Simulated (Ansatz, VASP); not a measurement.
# TaTi (Ti-Ta-Ta-Ti stack, (111) layers): VASP beside Ansatz, part 3 of 3

One calculation is typed for both programs; each brings its own data sets. How far apart do they land? The cell is taken from a series of runs on this material, whose earlier steps may have relaxed, scaled, displaced or heated it; both programs get it as it stands.

VASP 6.6.1 and Ansatz 0.2.0.

So far: Set-up; VASP: zone-centre phonons, PBEsol.

### Step 3. Ansatz: zone-centre phonons, PBEsol

Level of this step: Ansatz beside VASP: Kohn-Sham DFT, plane waves, PBEsol (Ansatz).

Ansatz runs on its PAW soft_1 files.

The same cell, functional, mesh and smearing now go to Ansatz, which takes its cutoff from its data sets.

File input.yaml:

```yaml
crystal:
  lattice:
    - [2.9286372313, 2.8669e-06, 0.0]
    - [-1.4643210985, 2.5362728073, 0.0]
    - [0.0, 0.0, 38.2464778836]
  atoms:
    - { symbol: Ti, position: [0.0, 0.0, 0.1478441928] }
    - { symbol: Ta, position: [0.3333333333, 0.6666666667, 0.2065428504] }
    - { symbol: Ta, position: [0.6666666667, 0.3333333333, 0.2699255987] }
    - { symbol: Ti, position: [0.0, 0.0, 0.3286242563] }
  periodic: [true, true, false]
kpoints:
  mp_grid: { grid: [6, 6, 1] }
hamiltonian:
  xc: pbesol
  pseudopotentials: { kind: paw, azcp: { folder: soft_1 }, xc_functional: pbe }
scf:
  occupations: { method: methfessel_paxton, width: 0.2 }
output:
  eigenvalues: true
phonons:
  method: dfpt
  qmesh: [2, 2, 1]
  temperatures: { t_max: 1000, t_step: 50 }
  qpath:
    path:
      - [0.0, 0.0, 0.0]
      - [0.5, 0.0, 0.0]
      - [0.33333333, 0.33333333, 0.0]
      - [0.0, 0.0, 0.0]
    npoints: 10
```

The run is started by

```console
$ ansatz run input.yaml --threads 4 --pin off --max-ram 12288MiB --backend cpu --events-out ev --progress --plain --runs-dir out
```

Numbers of over 12 decimals in the logs are rounded to 6 here.

The log of the run:

```text
Warning: crystal.symmetry: narrowed to the stabiliser of the run's FFT grids — unitary ops 12 → 6. A phonons.method: dfpt run fills in the rows of the dynamical matrix that it does not solve by its symmetry operations, which is exact only for operations that map its FFT grids onto themselves: filled in by any other, the frequencies could depend on the order in which like atoms are typed, or, by more than the grids' own error, on where the crystal sits among the grids' points. Excluded: 6 operations. The run can therefore solve more perturbations, solve them on more k-points, or both, and cost more. [rest of the remark cut]
Engine: ansatz 0.2.0, aarch64-unknown-linux-gnu
Pseudopotentials: kind: paw
Pseudopotential: Ti, paw, valence charge 12, recommended cutoff 420 eV (normal), soft_1/Ti.paw.azcp
Pseudopotential: Ta, paw, valence charge 13, recommended cutoff 420 eV (normal), soft_1/Ta.paw.azcp
Functional definition: PBEsol
  exchange = pbesol_x
  correlation = pbesol_c
Crystal: 4 atoms, lattice volume = 284.088 Å³
Basis set: ecut = 420 eV, 5491 PW (Γ), exchange–correlation on 40×40×512 points (8 copies of the dense FFT grid, shifted against one another)
Bands: 30, of which v1, the nominal top of the filled ones, is band 25 counted from 1 (24 counted from 0)
Symmetry: 12 space group operations
k-points: 7 of 36 (irreducible under 6 space group operations, time reversal used)
Non-local potential: Ti, projectors of the file, l = 0: 3, l = 1: 2, l = 2: 3, l = 3: 1
Non-local potential: Ta, projectors of the file, l = 0: 3, l = 1: 2, l = 2: 2, l = 3: 1
PAW form: soft (Blöchl's): semilocal exchange-correlation on the pseudo side does not see the compensation charge
PAW frozen core: Ti, regenerated for the run's functional, and the local potential with it (the file was generated under x = pbe(κ = 0.804, μ = 0.219515), c = pbe(β = 0.066725))
PAW frozen core: Ta, regenerated for the run's functional, and the local potential with it (the file was generated under x = pbe(κ = 0.804, μ = 0.219515), c = pbe(β = 0.066725))
PAW one-centre angular grid: Ti, 590 points (default); XC on 64 Gauss nodes
PAW one-centre angular grid: Ta, 590 points (default); XC on 64 Gauss nodes
Initial density: superposition of atomic densities (neutral atoms: chi_scale 0, normalization atom)
Initial wavefunctions: pseudopotential atomic-orbital guess
Functional: x = pbesol(κ = 0.804, μ = 0.123457), c = pbesol(β = 0.046)
SCF iter   1: F=—  HF=-24562.843778 eV  |F-HF|=—  |Δ(HF+E_count)|=         —  Δρ=3.70e-2  dr2=3.73e1  ethr=3.10e-3  ⟨swp⟩=11.9  Hψ=3192  notcnv=0
automatic band count: the SCF goes on with 35 bands, as 30 were too few: they end inside the smearing window of the response
preconditioner: auto → LDOS  [metal: Δε(μ)=0.022 eV  Ē_g=4.322 eV  σ=0.200 eV  W_gap=0.09  n_scr=24 (ndim 8)  ℏωp=9.3 eV  f_vac=0.690  D(μ)=4.87/eV (n_scr^D=20)  β→1.0]
SCF iter   2: F=—  HF=-24561.560591 eV  |F-HF|=—  |Δ(HF+E_count)|=    1.28e0  S|Δr|=    0.00e0  Δρ=3.10e-2  dr2=3.49e1  ethr=3.10e-3  ⟨swp⟩=4.9  Hψ=735  notcnv=0  defer=8
SCF iter   3: F=—  HF=-24560.112199 eV  |F-HF|=—  |Δ(HF+E_count)|=    1.45e0  S|Δr|=    0.00e0  Δρ=6.39e-3  dr2=1.70e0  ethr=3.10e-3  ⟨swp⟩=4.4  Hψ=624  notcnv=0  defer=12
SCF iter   4: F=—  HF=-24560.043865 eV  |F-HF|=—  |Δ(HF+E_count)|=   6.83e-2  S|Δr|=    0.00e0  Δρ=2.20e-3  dr2=1.96e-2  ethr=3.10e-3  ⟨swp⟩=2.7  Hψ=336  notcnv=0  defer=12
SCF iter   5: F=—  HF=-24560.043536 eV  |F-HF|=—  |Δ(HF+E_count)|=   3.29e-4  S|Δr|=    0.00e0  Δρ=1.19e-3  dr2=2.66e-2  ethr=3.93e-5  ⟨swp⟩=4.1  Hψ=567  notcnv=0  defer=10
SCF iter   6: F=—  HF=-24560.042075 eV  |F-HF|=—  |Δ(HF+E_count)|=   1.46e-3  S|Δr|=    0.00e0  Δρ=5.60e-4  dr2=8.15e-3  ethr=3.93e-5  ⟨swp⟩=2.4  Hψ=337  notcnv=0  defer=10
SCF iter   7: F=—  HF=-24560.042092 eV  |F-HF|=—  |Δ(HF+E_count)|=   1.66e-5  S|Δr|=    0.00e0  Δρ=1.38e-4  dr2=2.94e-4  ethr=1.63e-5  ⟨swp⟩=1.7  Hψ=296  notcnv=0  defer=10
SCF iter   8: F=—  HF=-24560.042110 eV  |F-HF|=—  |Δ(HF+E_count)|=   1.78e-5  S|Δr|=    0.00e0  Δρ=6.57e-5  dr2=1.06e-4  ethr=5.87e-7  ⟨swp⟩=3.6  Hψ=485  notcnv=0  defer=10
SCF iter   9: F=—  HF=-24560.042107 eV  |F-HF|=—  |Δ(HF+E_count)|=   3.22e-6  S|Δr|=    0.00e0  Δρ=2.18e-5  dr2=6.94e-6  ethr=2.11e-7  ⟨swp⟩=2.7  Hψ=329  notcnv=0  defer=10
SCF iter  10: F=—  HF=-24560.042107 eV  |F-HF|=—  |Δ(HF+E_count)|=   1.03e-7  S|Δr|=    0.00e0  Δρ=5.53e-6  dr2=7.44e-8  ethr=1.39e-8  ⟨swp⟩=3.6  Hψ=450  notcnv=0  defer=10
SCF iter  11: F=—  HF=-24560.042286 eV  |F-HF|=—  |Δ(HF+E_count)|=   1.80e-4  S|Δr|=    0.00e0  Δρ=1.85e-6  dr2=7.25e-9  ethr=1.49e-10  ⟨swp⟩=3.9  Hψ=574  notcnv=0  defer=10
SCF iter  12: F=—  HF=-24560.042286 eV  |F-HF|=—  |Δ(HF+E_count)|=   4.28e-8  S|Δr|=    0.00e0  Δρ=6.06e-7  dr2=1.69e-9  ethr=1.45e-11  ⟨swp⟩=4.3  Hψ=602  notcnv=0  defer=10
SCF iter  13: F=—  HF=-24560.042286 eV  |F-HF|=—  |Δ(HF+E_count)|=   7.00e-9  S|Δr|=    0.00e0  Δρ=2.20e-7  dr2=1.55e-10  ethr=3.38e-12  ⟨swp⟩=3.3  Hψ=495  notcnv=0  defer=10
SCF iter  14: F=—  HF=-24560.042286 eV  |F-HF|=—  |Δ(HF+E_count)|=   1.78e-9  S|Δr|=    0.00e0  Δρ=8.05e-8  dr2=1.56e-11  ethr=1.00e-12  ⟨swp⟩=3.4  Hψ=422  notcnv=0  defer=10
SCF iter  15: F=-24560.042286 eV  HF=-24560.042286 eV  |F-HF|=3.27e-11  |Δ(HF+E_count)|=  6.29e-10  S|Δr|=    0.00e0  Δρ=1.95e-8  dr2=2.38e-12  ethr=1.00e-12  ⟨swp⟩=21.7  Hψ=2115  notcnv=0
SCF 1 converged in 15 iterations: F = -24560.042286 eV  dr2 = 2.38e-12
  greatest PAW one-centre occupation: 0.999 electrons in one spin orbital (limit 2), on the Ta atom at site 2 (counted from 0), in its partial waves of l = 0
phonons: the bands overlap, so this run is a metal and interpolates without the dipole-dipole term. If the crystal is really an insulator or semiconductor, its LO-TO splitting is missing
NSCF: frozen V_eff on 7 k-points
WARN: eigensolver did not converge (k=3): 1 band(s) unlocked after 2 eigensolves, warm-restarted (20 sweeps on the last) at ethr=1.71e-12 eV (storage-precision floor; scheduled 1.00e-12 eV) (lowest unlocked band 34, counted from 0; max residual 3.12e-5 eV among the unlocked bands, 3.12e-5 eV over every band; other slots of this pass that fall short are told together in one closing line; warning suppressed until the next SCF loop or pass starts)
NSCF: frozen V_eff on 20 k-points
DFPT response loops at q = (0, 0, 0) (fractional): preconditioner auto → none (partly filled bands, converged f_vac=0.699); β = 0.50; Broyden in place of MSR1
NSCF: frozen V_eff on 40 k-points
DFPT response loops at q = (0, -0.5, 0) (fractional): mixed as the last ones told, above
SCF converged after 15 iterations
Stability not checked: this state was not tested for a lower state beside it, because cold or Methfessel-Paxton smearing, or corrected tetrahedra, fill the levels in a way that the test cannot read (fill_not_monotonic; see scf.lower_state_search)
Free energy (F): -24560.042286 eV
Harris-Foulkes:  -24560.042286 eV  (|F-HF|=3.27e-11)
Internal energy: -24560.021099 eV  (E = F + TS)
E sigma→0 (E₀):  -24560.036989 eV
Entropy (-TS):   -0.021188 eV (-5.297 meV/atom)
Fermi energy:    -4.367490 eV
--- Per-component energies (eV) ---
  E_band       = -1557.487080
  E_kinetic    = 1349.396229
  E_local      = -203168.046783  (includes V_loc(G=0)·N_el)
  E_nonlocal   = 107.777422
  E_hartree    = 100733.063474
  E_xc         = -866.241021
  E_vxc        = -754.353846  (∫ρ·V_xc dr)
  E_paw        = -18397.853982  (= ΣΔE_a)
  E_vpaw       = -558.387250  (= ΣTr[D̂ρ^β])
  E_aug_tail   = 0.000031  (compensation charges beyond the density's cutoff)
  E_ewald      = 95681.177337
  E_core_change = 0.706195  (= ΣΔE_core)
  E_smearing   = -0.021188  (= −TS)
  E_closure    = -0.000000  (closes the sum)
  Σ components = -24560.042286   (vs F -24560.042286, Δ=0.00e0)
--- Band table (eV; the first three rows and the last of 7) ---
  k-point 0: bands = [... 21 lower, -4.5263, -4.1652, -4.1652, -4.1253, -4.1231, -3.9575, -3.9575, -3.7388, ... 6 higher]
  k-point 1: bands = [... 21 lower, -5.2485, -5.1217, -4.7544, -4.2694, -4.0810, -3.9112, -3.6767, -3.5772, ... 6 higher]
  k-point 2: bands = [... 21 lower, -5.8072, -5.2904, -4.7553, -4.4245, -4.1872, -3.9029, -3.7728, -3.7449, ... 6 higher]
  k-point 6: bands = [... 21 lower, -5.9688, -5.7551, -4.8363, -4.8363, -4.3408, -4.3408, -4.2022, -4.2022, ... 6 higher]
--- Phonons (Γ-DFPT): 8 representative perturbations + reference (Σ response iterations 53) ---
  ASR residual: 6.652e-5 → 0.000e0 eV/Å²; symmetrization residual: 4.275e-5 eV/Å²
  The last average, over the group as it would stand without the narrowing to the FFT grids, took up to 9.514e-6 eV/Å² of the zone centre's force constants
  ASR residual per site (eV/Å²): 8.40e-6 6.65e-5 4.75e-5 2.69e-5
  Γ frequencies (cm⁻¹): -36.41 -36.41 0.00 0.00 0.00 39.74 39.74 58.72 58.72 107.10 197.92 220.82
--- Phonons (arbitrary-q DFPT): 2 irreducible q on the 2×2×1 mesh ---
  q = [0.0000, 0.0000, 0.0000] (star 1, of the zone-centre solve; hermiticity 3.64e-6, symmetrization 1.82e-6, taken by the last average 8.11e-7): -36.41 -36.41 -0.00 -0.00 0.00 39.74 39.74 58.72 58.72 107.10 197.92 220.82
  q = [0.0000, -0.5000, 0.0000] (star 3, 12 solved perturbations in 212 linear systems a pass and spin channel, the states on 20 of 36 k-point pairs; hermiticity 2.71e-5, symmetrization 4.12e-6, taken by the last average 5.33e-7): -68.39 -26.02 59.89 74.81 116.89 122.65 139.75 144.26 149.50 155.80 207.31 207.37
  sum rule: each row above includes the acoustic sum rule's correction from the zone centre's row sums; it moved no ω² by more than (0.39 cm⁻¹)²
  mesh force constants: q→R imaginary residual 1.68e-17; ASR residual 6.652e-5 → 0.000e0 eV/Å²; symmetrization residual 8.882e-15 eV/Å²
  interpolated dispersion: 31 rows × 12 modes
  density of states and harmonic sums: on the 24×24×1 q-mesh, interpolated from the force constants of a 2×2×1 supercell (no non-analytic term)
  largest difference from the sums on the solved wave vectors: F 1.94e-1 eV, S 2.71e-4 and C_V 7.65e-5 eV/K
  zero-point energy: 0.078367 eV/cell   skipped modes (ω ≤ 0): 115, of them read as no rigid motion or as one in doubt: 112 (1.858e0 modes/cell left out, lowest -68.39 cm⁻¹)   left out of the sums: 1.55e-1 of the cell's modes: C_V's classical limit lies that fraction below 3 k_B per atom; for a crystal, a wire or a layer, F and S can be off by more, and a phonons.interpolated_qmesh denser along its periods is the remedy for the sampling
```

In the SCF lines HF is the Harris–Foulkes energy and dr2 the Hartree energy of the density residual, in eV; the loop may stop once dr2 is under the threshold and the program's other checks hold. Hψ counts applications of the Hamiltonian.

### Step 4. Comparison

Known differences besides the potentials themselves: Ansatz cuts the interaction across the vacuum, VASP repeats the sheet without a dipole correction; VASP's run holds the zone centre alone; the data sets hold 50 valence electrons in Ansatz (on its PAW soft_1 files) and 46 in VASP; the cutoff is 420 eV in Ansatz and 500 eV in VASP; Ansatz makes its cores anew for this functional, VASP keeps those of its PBE data sets. Total energies have different zeros and are not compared.

The two programs side by side:

| quantity | Ansatz | VASP | difference |
| --- | --- | --- | --- |
| optical mode 1 to 2 (imaginary, printed as negative) (cm⁻¹) | -36.4 | -37.0 | +0.6 |
| optical mode 3 to 4 (cm⁻¹) | 39.7 | 38.3 | +1.4 |
| optical mode 5 to 6 (cm⁻¹) | 58.7 | 58.5 | +0.45 % |
| optical mode 7 (cm⁻¹) | 107.1 | 107.4 | -0.27 % |
| optical mode 8 (cm⁻¹) | 197.9 | 197.7 | +0.10 % |
| optical mode 9 (cm⁻¹) | 220.8 | 220.2 | +0.30 % |

Modes are paired by rising frequency, not by their patterns, so a pair may set unlike modes beside each other; they are those without the splitting of longitudinal modes. Where the cell holds vacuum, a pressure given here is an average over it and none of the material.

### Step 5. Outcome

- r.m.s. difference of the optical zone-centre modes, each program's sorted by frequency (zone-centre phonons, PBEsol): 0.76 cm⁻¹

In words: The r.m.s. difference of the optical zone-centre modes, each program's sorted by frequency is 0.76 cm⁻¹ (zone-centre phonons, PBEsol). The data sets hold unlike numbers of valence electrons (50 in Ansatz and 46 in VASP), so part of the differences may come from the potentials. How closely two codes agree says nothing of how well the functional describes the real material.

[Lines on the potential files, build, host, timing and source positions are cut from VASP's logs without a mark.]

[Logs are printed without paths, hosts, clocks, repeated set-up lines and the standing remarks that a program may print on its own settings, such as how far it seeks lower states.]

[Hosts, paths, dates, database ids (printed as entryN), source tags and the programs' standing remarks are cut or masked in the printed files.]
